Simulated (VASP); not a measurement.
# Ga8SbAs7 (F-43m) in VASP: notebook

Aim: see how the results for Ga8SbAs7 move with the level of theory and the settings. Levels: PBEsol, r2SCAN, TB-mBJ. Tasks: band structure.

Everything below comes from runs of VASP 6.6.1. Logs are shortened: lines on timing, memory, paths and dates and some standing lists are left out, and cuts for length are marked.

## Step 1: The crystal as given

It takes space group F-43m (No. 216, cubic). Conventional cell: a = 11.445 Å, b = 11.445 Å, c = 11.445 Å, α = 90.00°, β = 90.00°, γ = 90.00°. Around Ga (site symmetry 3m) lie 3 As at 2.45 Å and 1 Sb at 2.57 Å. Around Ga (site symmetry 3m) lie 4 As at 2.47 to 2.48 Å. Around Sb (site symmetry -43m) lie 4 Ga at 2.57 Å. As (site symmetry 2mm) is surrounded by 4 Ga at 2.45 to 2.48 Å. Around As (site symmetry -43m) lie 4 Ga at 2.47 Å.

The cell was built by a generator and needn't be a form met in nature.

## Step 2: Band structure, PBEsol

Input file INCAR:

```
SYSTEM = Ga8SbAs7
PREC = Accurate
ENCUT = 520
EDIFF = 1E-6
ISMEAR = 0
SIGMA = 0.03
LREAL = .False.
LASPH = .True.
NELM = 80
ALGO = Fast
ISIF = 2
LWAVE = .False.
LCHARG = .False.
GGA = PS
NBANDS = 86
ICORELEVEL = 1
KPAR = 4
```

Input file KPOINTS:

```
regular mesh
0
Gamma
  6 6 6
  0 0 0
```

Input file POSCAR:

```
Ga8SbAs7                                
1.0
   -5.7226516095      5.7226516095     -0.0000000000
   -5.7226516095     -0.0000000000      5.7226516095
    0.0000000000      5.7226516095      5.7226516095
  Ga              Sb              As            
     8     1     7
Direct
     0.0045177385969397    0.0045177385969397    0.9864467842091739
     0.4997226215858377    0.0008321352424867    0.9997226215858378
     0.0008321352424867    0.4997226215858377    0.9997226215858378
     0.0045177385969397    0.0045177385969397    0.5045177385969397
     0.4997226215858377    0.4997226215858377    0.9997226215858378
     0.4864467842091739    0.0045177385969397    0.5045177385969397
     0.0045177385969397    0.4864467842091739    0.5045177385969397
     0.4997226215858377    0.4997226215858377    0.5008321352424867
     0.8750000000000000    0.8750000000000000    0.3750000000000000
     0.3749731362043461    0.8750268637956540    0.3750268637956539
     0.8750268637956540    0.3749731362043461    0.3750268637956539
     0.8750268637956540    0.8750268637956540    0.8749731362043460
     0.3749731362043461    0.3749731362043461    0.3750268637956539
     0.3749731362043461    0.8750268637956540    0.8749731362043460
     0.8750268637956540    0.3749731362043461    0.8749731362043460
     0.3750000000000000    0.3750000000000000    0.8750000000000000
```

Input file KPOINTS_OPT:

```
explicit points
6
Reciprocal
 0.0000000000  0.0000000000  0.0000000000 1
 0.3750000000  0.3750000000  0.7500000000 1
 0.5000000000  0.5000000000  0.5000000000 1
 0.6250000000  0.2500000000  0.6250000000 1
 0.5000000000  0.2500000000  0.7500000000 1
 0.5000000000  0.0000000000  0.5000000000 1
```

Potentials or basis: VASP PAW PBE potentials, release 64 (Ga_d, Sb, As).

Command:

```bash
cat potpaw_PBE.64/Ga_d/POTCAR potpaw_PBE.64/Sb/POTCAR potpaw_PBE.64/As/POTCAR > POTCAR
mpirun -np 4 vasp_std > vasp.out
```

OUTCAR:

```text
SYSTEM = Ga8SbAs7
   PREC = Accurate
   ENCUT = 520
   EDIFF = 1E-6
   ISMEAR = 0
   LREAL = .False.
   LASPH = .True.
   NELM = 80
   ISIF = 2
   GGA = PS

 ion  position               nearest neighbor table
   1  0.005  0.005  0.986-  12 2.45  14 2.45  15 2.45   9 2.57
   2  0.500  0.001  1.000-  16 2.47  12 2.48  10 2.48  14 2.48
   3  0.001  0.500  1.000-  16 2.47  12 2.48  11 2.48  15 2.48
   4  0.005  0.005  0.505-  10 2.45  11 2.45  12 2.45   9 2.57
   5  0.500  0.500  1.000-  16 2.47  14 2.48  15 2.48  13 2.48
   6  0.486  0.005  0.505-  10 2.45  13 2.45  14 2.45   9 2.57
[... 8 lines left out ...]
  15  0.875  0.375  0.875-   1 2.45   7 2.45   5 2.48   3 2.48
  16  0.375  0.375  0.875-   2 2.47   3 2.47   8 2.47   5 2.47

  LATTYP: Found a face centered cubic cell.
 ALAT       =    11.4453032190

  Lattice vectors:

 A1 = (  -5.7226516095,   5.7226516095,   0.0000000000)
 A2 = (  -5.7226516095,   0.0000000000,   5.7226516095)
 A3 = (   0.0000000000,   5.7226516095,   5.7226516095)

Analysis of symmetry for initial positions (statically):
=====================================================================
 Subroutine PRICEL returns:
 Original cell was already a primitive cell.

 Routine SETGRP: Setting up the symmetry group for a
 face centered cubic supercell.

 Subroutine GETGRP returns: Found 24 space group operations
 (whereof  6 operations were pure point group operations)
 out of a pool of 48 trial point group operations.

The static configuration has the point symmetry C_3v.
 The point group associated with its full space group is T_d .

Analysis of symmetry for dynamics (positions and initial velocities):
=====================================================================
 Subroutine PRICEL returns:
 Original cell was already a primitive cell.

 Routine SETGRP: Setting up the symmetry group for a
 face centered cubic supercell.

 Subroutine GETGRP returns: Found 24 space group operations
 (whereof  6 operations were pure point group operations)
 out of a pool of 48 trial point group operations.

The dynamic configuration has the point symmetry C_3v.
 The point group associated with its full space group is T_d .

 Subroutine INISYM returns: Found 24 space group operations
 (whereof  6 operations are pure point group operations),
 and found     1 'primitive' translations

----------------------------------------------------------------------------------------

                                     Primitive cell

  volume of cell :     374.8193

  direct lattice vectors                    reciprocal lattice vectors
    -5.722651609  5.722651609  0.000000000    -0.087372085  0.087372085 -0.087372085
    -5.722651609  0.000000000  5.722651609    -0.087372085 -0.087372085  0.087372085
     0.000000000  5.722651609  5.722651609     0.087372085  0.087372085  0.087372085

  length of vectors
     8.093051519  8.093051519  8.093051519     0.151332890  0.151332890  0.151332890

  position of ions in fractional coordinates (direct lattice)
     0.004517739  0.004517739  0.986446784
     0.499722622  0.000832135  0.999722622
     0.000832135  0.499722622  0.999722622
     0.004517739  0.004517739  0.504517739
     0.499722622  0.499722622  0.999722622
     0.486446784  0.004517739  0.504517739
[... 8 lines left out ...]
     0.875026864  0.374973136  0.874973136
     0.375000000  0.375000000  0.875000000

  ion indices of the primitive-cell ions
   primitive index   ion index
                 1           1
                 2           2
                 3           3
                 4           4
                 5           5
                 6           6
[... 8 lines left out ...]
                15          15
                16          16

----------------------------------------------------------------------------------------

 KPOINTS: regular mesh

Automatic generation of k-mesh.
 Grid dimensions read from file:
 generate k-points for:    6    6    6

 Generating k-lattice:

  Cartesian coordinates                     Fractional coordinates (reciprocal lattice)
    -0.014562014  0.014562014 -0.014562014     0.166666667  0.000000000  0.000000000
    -0.014562014 -0.014562014  0.014562014     0.000000000  0.166666667  0.000000000
     0.014562014  0.014562014  0.014562014     0.000000000  0.000000000  0.166666667

  Length of vectors
     0.025222148  0.025222148  0.025222148

  Shift w.r.t. Gamma in fractional coordinates (k-lattice)
     0.000000000  0.000000000  0.000000000

 Subroutine IBZKPT returns following result:
 ===========================================

 Found     16 irreducible k-points:

 Following reciprocal coordinates:
            Coordinates               Weight
  0.000000  0.000000  0.000000      1.000000
  0.166667  0.000000  0.000000      8.000000
  0.333333  0.000000  0.000000      8.000000
  0.500000  0.000000  0.000000      4.000000
  0.166667  0.166667  0.000000      6.000000
  0.333333  0.166667  0.000000     24.000000
[... 8 lines left out ...]
 -0.333333  0.333333  0.166667     24.000000
 -0.333333  0.500000  0.166667     12.000000
   k-points           NKPTS =     16   k-points in BZ     NKDIM =     16   number of bands    NBANDS=     86
   number of dos      NEDOS =    301   number of ions     NIONS =     16
   total plane-waves  NPLWV = 216000
   dimension x,y,z NGX =    60 NGY =   60 NGZ =   60
   dimension x,y,z NGXF=   120 NGYF=  120 NGZF=  120
   ions per type =               8   1   7
   NGX,Y,Z   is equivalent  to a cutoff of  12.33, 12.33, 12.33 a.u.
   NGXF,Y,Z  is equivalent  to a cutoff of  24.65, 24.65, 24.65 a.u.
 SYSTEM =  Ga8SbAs7
   PREC   = accura    normal or accurate (medium, high low for compatibility)
   ISTART =      0    job   : 0-new  1-cont  2-samecut
   ICHARG =      2    charge: 1-file 2-atom 10-const
   ISPIN  =      1    spin polarized calculation?
   LNONCOLLINEAR =      F non collinear calculations
   LSORBIT =      F    spin-orbit coupling
   LASPH  =      T    aspherical Exc in radial PAW
   ENCUT  =  520.0 eV  38.22 Ry    6.18 a.u.  15.05 15.05 15.05*2*pi/ulx,y,z
   NELM   =     80;   NELMIN=  2; NELMDL= -5     # of ELM steps
   EDIFF  = 0.1E-05   stopping-criterion for ELM
   LREAL  =      F    real-space projection
   EDIFFG = 0.1E-04   stopping-criterion for IOM
   NSW    =      0    number of steps for IOM
   IBRION =     -1    ionic relax: 0-MD 1-quasi-New 2-CG
   NFREE  =      0    steps in history (QN), initial steepest desc. (CG)
   ISIF   =      2    stress and relaxation
   ISYM   =      2    0-nonsym 1-usesym 2-fastsym
   POTIM  = 0.5000    time-step for ionic-motion
   TEBEG  =    0.0;   TEEND  =   0.0 temperature during run
   PSTRESS=    0.0 pullay stress
   NELECT =     144.0000    total number of electrons
   NUPDOWN=      -1.0000    fix difference up-down
   EMIN   =  10.00;   EMAX   =-10.00  energy-range for DOS
   EFERMI =   0.00;   METHOD = LEGACY
   ISMEAR =     0;   SIGMA  =   0.03  broadening in eV -4-tet -1-fermi 0-gaus
   EFERMI_NEDOS =   21; number of points for ismear=-14 and -15
   IALGO  =     68    algorithm
   IMIX   =      4    mixing-type and parameters
     AMIX     =   0.40;   BMIX     =  1.00
     AMIX_MAG =   1.60;   BMIX_MAG =  1.00
  volume/ion in A,a.u.               =      23.43       158.09
  Fermi-wavevector in a.u.,A,eV,Ry     =   1.190113  2.248988 19.270883  1.416370
  Thomas-Fermi vector in A             =   2.326205
   LORBIT       =      0    0 simple, 1 ext, 2 COOP (PROOUT), +10 PAW based schemes
   GGA     = PS    functional components
   LHFCALC =     F    Hartree Fock is set to
   AEXX    =    0.0000 exact exchange contribution
   IVDW    =     0    specifies the selected vdW correction
   LEPSILON=     F    determine dielectric tensor
   LRPA    =     F    only Hartree local field effects (RPA)
 non-spin polarized calculation
 RMM-DIIS sequential band-by-band and
 Gauss-broadening in eV      SIGMA  =   0.03
  energy-cutoff  :      520.00
  volume of cell :      374.82
 maximum number of plane-waves:     10140
   NGX = 31   NGY = 31   NGZ = 31

 number of electron     143.9999968 magnetization

 Free energy of the ion-electron system (eV)
  ---------------------------------------------------
  ext. energy  EPLUGINS =         0.00000000
  ---------------------------------------------------
  free energy    TOTEN  =       -71.54177521 eV

  energy without entropy =      -71.54168642  energy(sigma->0) =      -71.54173081

 the core state eigenenergies are
   1-  1s -10220.4527  2s  -1253.8607  2p  -1090.3268  3s   -139.7339  3p    -90.4600

   2-  1s -10220.6083  2s  -1253.9912  2p  -1090.4596  3s   -139.8797  3p    -90.6063

   3-  1s -10220.6083  2s  -1253.9912  2p  -1090.4596  3s   -139.8797  3p    -90.6063

   4-  1s -10220.4527  2s  -1253.8607  2p  -1090.3268  3s   -139.7339  3p    -90.4600

   5-  1s -10220.6083  2s  -1253.9912  2p  -1090.4596  3s   -139.8797  3p    -90.6063

   6-  1s -10220.4527  2s  -1253.8607  2p  -1090.3268  3s   -139.7339  3p    -90.4600

   7-  1s -10220.4527  2s  -1253.8607  2p  -1090.3268  3s   -139.7339  3p    -90.4600

   8-  1s -10220.6083  2s  -1253.9912  2p  -1090.4596  3s   -139.8797  3p    -90.6063

   9-  1s -30288.1910  2s  -4600.1870  2p  -4128.2878  3s   -893.9826  3p   -740.2347
       3d   -505.7993  4s   -139.1696  4p    -92.1592  4d    -24.0293
  10-  1s -11708.1130  2s  -1476.6928  2p  -1293.5190  3s   -180.6619  3p   -124.0417
       3d    -31.0688
  11-  1s -11708.1130  2s  -1476.6928  2p  -1293.5190  3s   -180.6619  3p   -124.0417
       3d    -31.0688
  12-  1s -11708.1130  2s  -1476.6928  2p  -1293.5190  3s   -180.6619  3p   -124.0417
       3d    -31.0688
  13-  1s -11708.1130  2s  -1476.6928  2p  -1293.5190  3s   -180.6619  3p   -124.0417
       3d    -31.0688
  14-  1s -11708.1130  2s  -1476.6928  2p  -1293.5190  3s   -180.6619  3p   -124.0417
       3d    -31.0688
  15-  1s -11708.1130  2s  -1476.6928  2p  -1293.5190  3s   -180.6619  3p   -124.0417
       3d    -31.0688
  16-  1s -11708.1842  2s  -1476.7607  2p  -1293.5874  3s   -180.7214  3p   -124.1009
       3d    -31.1269

 E-fermi :   4.0143     XC(G=0):  -9.6839

 val. band max:        3.9769917417   @ k =   0.0000   0.0000   0.0000
 cond. band min:       4.0394751815   @ k =   0.0000   0.0000   0.0000
 fundamental gap:      0.0624834397
 Fermi energy:         4.0143125771

 k-point     1 :       0.0000    0.0000    0.0000
  band No.  band energies     occupation
      1     -11.0531      2.00000
      2     -11.0261      2.00000
      3     -11.0261      2.00000
      4     -11.0015      2.00000
      5     -11.0015      2.00000
      6     -11.0015      2.00000
[... 76 lines left out ...]
     83       5.5894      0.00000
     84       7.4732      0.00000

 k-point     2 :       0.1667    0.0000    0.0000
  band No.  band energies     occupation
      1     -11.0511      2.00000
      2     -11.0242      2.00000
      3     -11.0242      2.00000
      4     -11.0014      2.00000
      5     -11.0014      2.00000
      6     -11.0001      2.00000
[... 1207 lines left out ...]
     83       7.6060      0.00000
     84       7.7272      0.00000

 k-point    16 :      -0.3333    0.5000    0.1667
  band No.  band energies     occupation
      1     -11.0413      2.00000
      2     -11.0153      2.00000
      3     -11.0143      2.00000
      4     -11.0017      2.00000
      5     -10.9991      2.00000
      6     -10.9942      2.00000
[... 76 lines left out ...]
     83       7.7581      0.00000
     84       7.9117      0.00000
 [bands above 84 left out]

------------------------ aborting loop because EDIFF is reached ----------------------------------------

  FORCE on cell =-STRESS in cart. coord.  units (eV):
  Direction    XX          YY          ZZ          XY          YZ          ZX
  --------------------------------------------------------------------------------------
  -------------------------------------------------------------------------------------
  Total        0.0240184      0.0240184      0.0240184      0.0000000      0.0000000      0.0000000
  in kB        0.1026674      0.1026674      0.1026674      0.0000000      0.0000000      0.0000000
  external PRESSURE =       0.1026674 kB  Pullay stress =       0.0000000 kB

 VOLUME and BASIS-vectors are now :
 -----------------------------------------------------------------------------
  energy-cutoff  :      520.00
  volume of cell :      374.82
      direct lattice vectors                 reciprocal lattice vectors
    -5.722651609  5.722651609  0.000000000    -0.087372085  0.087372085 -0.087372085
    -5.722651609  0.000000000  5.722651609    -0.087372085 -0.087372085  0.087372085
     0.000000000  5.722651609  5.722651609     0.087372085  0.087372085  0.087372085

 POSITION                                       TOTAL-FORCE (eV/Angst)
 -----------------------------------------------------------------------------------
     -0.05171      5.67094      5.67094        -0.001164     -0.001164     -0.001164
     -2.86450      8.58080      5.72583        -0.001529     -0.001529      0.001529
     -2.86450      5.72583      8.58080        -0.001529      0.001529     -0.001529
     -0.05171      2.91303      2.91303        -0.001164      0.001164      0.001164
     -5.71948      8.58080      8.58080         0.001529     -0.001529     -0.001529
     -2.80962      5.67094      2.91303         0.001164     -0.001164      0.001164
[... 8 lines left out ...]
     -7.15331     10.01464      7.15301         0.000000      0.000000      0.002476
     -4.29199      7.15331      7.15331         0.000000      0.000000      0.000000
 -----------------------------------------------------------------------------------
    total drift:                               -0.000001      0.000000      0.000000

  FREE ENERGIE OF THE ION-ELECTRON SYSTEM (eV)
  ---------------------------------------------------
  free  energy   TOTEN  =       -71.5417752082 eV

  energy  without entropy=      -71.5416864204  energy(sigma->0) =      -71.54173081
```

Run time: 3.1 min. Hardware: 4 MPI ranks of Intel Xeon Platinum 8488C (Sapphire Rapids), shared host; peak memory 0.97 GiB.

What came out:

```
Free energy             : -71.5418 eV
Pressure                : 0.0 GPa
Band gap on the k mesh  : 0.06 eV, direct
Band gap along the path : 0.06 eV, direct
```

Forces on the atoms (eV/Å):
```
Ga  -0.001 -0.001 -0.001
Ga  -0.002 -0.002  0.002
Ga  -0.002  0.002 -0.002
Ga  -0.001  0.001  0.001
Ga   0.002 -0.002 -0.002
Ga   0.001 -0.001  0.001
Ga   0.001  0.001 -0.001
Ga   0.002  0.002  0.002
Sb   0.000  0.000  0.000
As   0.000  0.000 -0.002
As   0.000 -0.002  0.000
As   0.002  0.000  0.000
As  -0.002  0.000  0.000
As   0.000  0.002  0.000
As   0.000  0.000  0.002
As   0.000  0.000  0.000
```

Core levels (eV, on the scale of the bands):
```tsv
atom	levels
1 Ga	1s -10220.5, 2s -1253.9, 2p -1090.3, 3s -139.7, 3p -90.5
2 Ga	1s -10220.6, 2s -1254.0, 2p -1090.5, 3s -139.9, 3p -90.6
3 Ga	1s -10220.6, 2s -1254.0, 2p -1090.5, 3s -139.9, 3p -90.6
4 Ga	1s -10220.5, 2s -1253.9, 2p -1090.3, 3s -139.7, 3p -90.5
5 Ga	1s -10220.6, 2s -1254.0, 2p -1090.5, 3s -139.9, 3p -90.6
6 Ga	1s -10220.5, 2s -1253.9, 2p -1090.3, 3s -139.7, 3p -90.5
```

Caveat: the PAW data sets were made with another functional, which shifts forces and pressure a little; spin-orbit coupling is left out, which moves the levels of the heavy elements.

[end of part 1 of 2]
